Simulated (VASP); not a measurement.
All values below come from PBEsol GGA, VASP's PBE PAW potentials (set 64) (plane waves; VASP 6.6.1).

Input for VASP

### POSCAR
```
RhB
1
    0.0000000000     2.4408000000     2.4408000000
    2.4408000000     0.0000000000     2.4408000000
    2.4408000000     2.4408000000     0.0000000000
Rh B
1 1
Direct
  0.0000000000   0.0000000000   0.0000000000
  0.5000000000   0.5000000000   0.5000000000
```

### INCAR
```
LASPH  =  T   # aspherical one-centre terms
GGA  =  PS   # PBEsol
NELM  =  100
IBRION  =  2
LMAXMIX  =  4   # l cut-off of mixed one-centre charges
LCHARG  =  F
SYSTEM  =  RhB
SIGMA  =  0.1   # width (eV)
EDIFFG  =  -0.01
ISMEAR  =  1
PREC  =  Accurate
ISIF  =  3   # ions, shape and volume
LREAL  =  F
EDIFF  =  1E-6
NSW  =  60   # most ionic steps
LWAVE  =  F
ALGO  =  Normal
ENCUT  =  520   # plane-wave cut-off (eV)
```

KPOINTS:
```
Automatic mesh
0
Gamma
12 12 12
0 0 0
```

POTCAR, in this order: Rh_pv B (PBE.64 set). Program: vasp_std.

What VASP printed:

### OSZICAR
```
       N       E                     dE             d eps       ncg     rms          rms(c)
DAV:   1     0.123686512806E+03    0.12369E+03   -0.10947E+04  1896   0.138E+03
DAV:   2    -0.118951198971E+02   -0.13558E+03   -0.13098E+03  2142   0.356E+02
DAV:   3    -0.145057814538E+02   -0.26107E+01   -0.25846E+01  2197   0.530E+01
DAV:   4    -0.145237242252E+02   -0.17943E-01   -0.17940E-01  2097   0.471E+00
DAV:   5    -0.145239824522E+02   -0.25823E-03   -0.25823E-03  2222   0.553E-01    0.912E+00
DAV:   6    -0.144169465260E+02    0.10704E+00   -0.59419E+00  2022   0.308E+01    0.622E+00
DAV:   7    -0.137135737762E+02    0.70337E+00   -0.15434E+00  2007   0.158E+01    0.152E+00
DAV:   8    -0.137072972638E+02    0.62765E-02   -0.80105E-02  2032   0.218E+00    0.864E-01
DAV:   9    -0.137051358687E+02    0.21614E-02   -0.83743E-03  2167   0.951E-01    0.147E-01
DAV:  10    -0.137049500639E+02    0.18580E-03   -0.59736E-04  2026   0.221E-01    0.599E-02
DAV:  11    -0.137049510423E+02   -0.97838E-06   -0.18074E-05  2147   0.476E-02    0.133E-02
DAV:  12    -0.137049501442E+02    0.89808E-06   -0.93159E-07  1141   0.115E-02
   1 F= -.13704950E+02 E0= -.13705337E+02  d E =-.137050E+02
       N       E                     dE             d eps       ncg     rms          rms(c)
DAV:   1    -0.140965338971E+03   -0.12726E+03   -0.18236E+03  1872   0.510E+02    0.165E+02
DAV:   2    -0.194868348541E+02    0.12148E+03   -0.29263E+02  1972   0.291E+02    0.427E+01
DAV:   3    -0.156723294498E+02    0.38145E+01   -0.12476E+01  2217   0.415E+01    0.233E+01
DAV:   4    -0.133765983961E+02    0.22957E+01   -0.49134E+00  1957   0.216E+01    0.808E+00
DAV:   5    -0.133940938104E+02   -0.17495E-01   -0.10524E-01  2249   0.346E+00    0.449E+00
DAV:   6    -0.133919886233E+02    0.21052E-02   -0.44574E-02  2167   0.244E+00    0.319E-01
DAV:   7    -0.133920750367E+02   -0.86413E-04   -0.84563E-04  2105   0.409E-01    0.157E-01
DAV:   8    -0.133920550081E+02    0.20029E-04   -0.27954E-05  2097   0.731E-02    0.494E-02
DAV:   9    -0.133920530446E+02    0.19635E-05   -0.26866E-06  1875   0.261E-02    0.174E-03
DAV:  10    -0.133920531635E+02   -0.11891E-06   -0.18918E-07  1046   0.655E-03
   2 F= -.13392053E+02 E0= -.13391799E+02  d E =0.312897E+00
       N       E                     dE             d eps       ncg     rms          rms(c)
DAV:   1    -0.491826048444E+02   -0.35791E+02   -0.51257E+02  1912   0.376E+02    0.703E+01
DAV:   2    -0.167047539457E+02    0.32478E+02   -0.11356E+02  1927   0.138E+02    0.393E+01
DAV:   3    -0.155039278813E+02    0.12008E+01   -0.38681E+00  2007   0.246E+01    0.284E+01
DAV:   4    -0.154418870343E+02    0.62041E-01   -0.24263E-01  2072   0.593E+00    0.244E+01
DAV:   5    -0.153042541911E+02    0.13763E+00   -0.22318E-01  1982   0.397E+00    0.698E+00
DAV:   6    -0.152993608364E+02    0.48934E-02   -0.26537E-02  2187   0.144E+00    0.129E+00
DAV:   7    -0.152994951654E+02   -0.13433E-03   -0.94420E-04  2243   0.374E-01    0.237E-01
DAV:   8    -0.152994937000E+02    0.14654E-05   -0.21073E-05  2256   0.509E-02    0.483E-02
DAV:   9    -0.152994920603E+02    0.16396E-05   -0.12407E-06  1308   0.136E-02    0.541E-03
DAV:  10    -0.152994920105E+02    0.49793E-07   -0.10374E-07   981   0.409E-03
   3 F= -.15299492E+02 E0= -.15299645E+02  d E =-.159454E+01
       N       E                     dE             d eps       ncg     rms          rms(c)
DAV:   1    -0.153828563570E+02   -0.83364E-01   -0.94463E-01  1872   0.143E+01    0.251E+00
DAV:   2    -0.153259006038E+02    0.56956E-01   -0.38821E-01  1902   0.861E+00    0.114E+00
DAV:   3    -0.153065471293E+02    0.19353E-01   -0.41645E-02  1917   0.275E+00    0.223E-01
DAV:   4    -0.153058202312E+02    0.72690E-03   -0.49519E-03  1957   0.507E-01    0.672E-02
DAV:   5    -0.153057161297E+02    0.10410E-03   -0.18522E-04  1977   0.141E-01    0.397E-02
DAV:   6    -0.153057260201E+02   -0.98904E-05   -0.46220E-05  2182   0.636E-02    0.711E-03
DAV:   7    -0.153057246437E+02    0.13764E-05   -0.30211E-06  1972   0.158E-02    0.339E-03
DAV:   8    -0.153057243950E+02    0.24874E-06   -0.14681E-07   976   0.353E-03
   4 F= -.15305724E+02 E0= -.15305871E+02  d E =-.160077E+01
       N       E                     dE             d eps       ncg     rms          rms(c)
DAV:   1    -0.153285824243E+02   -0.22858E-01   -0.27226E-01  1872   0.774E+00    0.133E+00
DAV:   2    -0.153119235821E+02    0.16659E-01   -0.11001E-01  1902   0.458E+00    0.592E-01
DAV:   3    -0.153067067783E+02    0.52168E-02   -0.11428E-02  1922   0.144E+00    0.119E-01
DAV:   4    -0.153065041798E+02    0.20260E-03   -0.12623E-03  1942   0.264E-01    0.298E-02
DAV:   5    -0.153064871060E+02    0.17074E-04   -0.33325E-05  1992   0.583E-02    0.218E-02
DAV:   6    -0.153064914074E+02   -0.43014E-05   -0.90781E-06  2157   0.306E-02    0.248E-03
DAV:   7    -0.153064913218E+02    0.85645E-07   -0.22664E-07  1001   0.509E-03
   5 F= -.15306491E+02 E0= -.15306631E+02  d E =-.160154E+01
       N       E                     dE             d eps       ncg     rms          rms(c)
DAV:   1    -0.153072816500E+02   -0.79024E-03   -0.99159E-03  1872   0.148E+00    0.248E-01
DAV:   2    -0.153066693393E+02    0.61231E-03   -0.39852E-03  1902   0.857E-01    0.106E-01
DAV:   3    -0.153064970020E+02    0.17234E-03   -0.37451E-04  1922   0.262E-01    0.227E-02
DAV:   4    -0.153064875213E+02    0.94807E-05   -0.37882E-05  1942   0.509E-02    0.545E-03
DAV:   5    -0.153064872392E+02    0.28203E-06   -0.60499E-07  1266   0.798E-03
   6 F= -.15306487E+02 E0= -.15306628E+02  d E =0.408255E-05
       N       E                     dE             d eps       ncg     rms          rms(c)
DAV:   1    -0.153067818428E+02   -0.29432E-03   -0.35080E-03  1872   0.881E-01    0.149E-01
DAV:   2    -0.153065606408E+02    0.22120E-03   -0.14475E-03  1902   0.516E-01    0.649E-02
DAV:   3    -0.153064988546E+02    0.61786E-04   -0.13800E-04  1907   0.159E-01    0.135E-02
DAV:   4    -0.153064972400E+02    0.16146E-05   -0.14178E-05  1957   0.299E-02    0.311E-03
DAV:   5    -0.153064972504E+02   -0.10405E-07   -0.26036E-07  1026   0.514E-03
   7 F= -.15306497E+02 E0= -.15306638E+02  d E =-.592864E-05
```

**OUTCAR**
```
------------------------ aborting loop because EDIFF is reached ----------------------------------------
  FORCE on cell =-STRESS in cart. coord.  units (eV):
  Direction    XX          YY          ZZ          XY          YZ          ZX
  --------------------------------------------------------------------------------------
  Total        0.0043947      0.0043947      0.0043947     -0.0000000     -0.0000000      0.0000000
  in kB        0.3419462      0.3419462      0.3419462     -0.0000000     -0.0000000      0.0000000
  external PRESSURE =       0.3419462 kB  Pullay stress =       0.0000000 kB
  volume of cell :       20.59
      direct lattice vectors                 reciprocal lattice vectors
    -0.000000000  2.175450118  2.175450118    -0.229837492  0.229837492  0.229837492
     2.175450118  0.000000000  2.175450118     0.229837492 -0.229837492  0.229837492
     2.175450118  2.175450118 -0.000000000     0.229837492  0.229837492 -0.229837492
 POSITION                                       TOTAL-FORCE (eV/Angst)
 -----------------------------------------------------------------------------------
      0.00000      0.00000     -0.00000        -0.000000     -0.000000     -0.000000
      2.17545      2.17545      2.17545         0.000000      0.000000      0.000000
 -----------------------------------------------------------------------------------
    total drift:                                0.000000      0.000000      0.000000
  FREE ENERGIE OF THE ION-ELECTRON SYSTEM (eV)
  ---------------------------------------------------
  free  energy   TOTEN  =       -15.3064972504 eV

  energy  without entropy=      -15.3069180276  energy(sigma->0) =      -15.30663751

 reached required accuracy - stopping structural energy minimisation
```
(Selected blocks of OUTCAR.)

File CONTCAR:
```
RhB
   1.00000000000000
    -0.0000000000000000    2.1754501182447421    2.1754501182447421
     2.1754501182447421    0.0000000000000000    2.1754501182447421
     2.1754501182447421    2.1754501182447421   -0.0000000000000000
  Rh              B
     1     1
Direct
     0.0000000000000000    0.0000000000000000    0.0000000000000000
     0.5000000000000000    0.5000000000000000    0.5000000000000000
```

File OUTCAR:
```
 val. band max:       10.8040559482   @ k =  -0.3333   0.4167   0.1667

 cond. band min:      10.9155621108   @ k =   0.5000   0.5000   0.0000


 Fermi energy:        10.8617636048

 k-point     1 :       0.0000    0.0000    0.0000
  band No.  band energies     occupation
      1     -36.1040      2.00000
      2     -36.1040      2.00000
      3     -36.1040      2.00000
      4      -1.2841      2.00000
      5       7.1868      2.00000
      6       7.1868      2.00000
      7       7.1868      2.00000
      8       7.9055      2.00000
      9       7.9055      2.00000
     10      13.4828      0.00000
     11      13.4828      0.00000
     12      13.4828      0.00000
     13      23.2205      0.00000

 k-point     2 :       0.0833    0.0000    0.0000
  band No.  band energies     occupation
      1     -36.1179      2.00000
      2     -36.1058      2.00000
      3     -36.1058      2.00000
      4      -1.1109      2.00000
      5       7.0190      2.00000
      6       7.2052      2.00000
      7       7.2052      2.00000
      8       7.7169      2.00000
      9       7.7169      2.00000
     10      13.3580      0.00000
     11      13.9144      0.00000
     12      13.9144      0.00000
     13      23.3377      0.00000

 k-point     3 :       0.1667    0.0000    0.0000
  band No.  band energies     occupation
      1     -36.1556      2.00000
      2     -36.1106      2.00000
      3     -36.1106      2.00000
      4      -0.6072      2.00000
      5       6.5655      2.00000
      6       6.8303      2.00000
      7       6.8303      2.00000
      8       7.7773      2.00000
      9       7.7773      2.00000
     10      13.0276      0.00000
     11      14.9752      0.00000
     12      14.9752      0.00000
     13      23.2058      0.00000

 k-point     4 :       0.2500    0.0000    0.0000
  band No.  band energies     occupation
      1     -36.2068      2.00000
      2     -36.1172      2.00000
      3     -36.1172      2.00000
...
```

Energy and stress use the plane-wave basis of the starting cell.

The structure was generated: RhB was put into the rock salt type (Fm-3m), which need not be its known phase. This run relaxes it. Symmetry was kept, so distortions that lower it aren't found.
